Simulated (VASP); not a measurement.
Consider the following.

```xyz
4
Lattice="-4.0414 4.0414 2.0374 4.0414 -4.0414 2.0374 4.0414 4.0414 -2.0374" Properties=species:S:1:pos:R:3 pbc="T T T"
Sb     1.2262     2.8151     0.0000
Sb     2.8151     1.2262     2.0374
Sb     5.2676     1.2262     0.0000
Sb    -1.2262     2.8151     2.0374
```

All values below come from r2SCAN meta-GGA, VASP's PBE PAW potentials (set 64) (plane waves; VASP 6.6.1). Numerical set-up: 400 eV cut-off, 9×9×9 Γ-centred mesh, tetrahedra with Blöchl corrections, potentials Sb.

The cores are frozen, which limits the accuracy of field gradients.

Problem. Give the principal components of the electric field gradient (V/Å²) and the asymmetry η at each nucleus.

Solution. 
| atom | Vxx | Vyy | Vzz | η |
|---|---|---|---|---|
| Sb1 | -20.9 | -3.1 | 23.9 | 0.74 |
| Sb2 | -20.9 | -3.1 | 23.9 | 0.74 |
| Sb3 | -20.9 | -3.1 | 23.9 | 0.74 |
| Sb4 | -20.9 | -3.1 | 23.9 | 0.74 |

The structure comes from a computed database's Sb entry (I4/mcm); how it stands against other phases isn't given here. It was relaxed first.
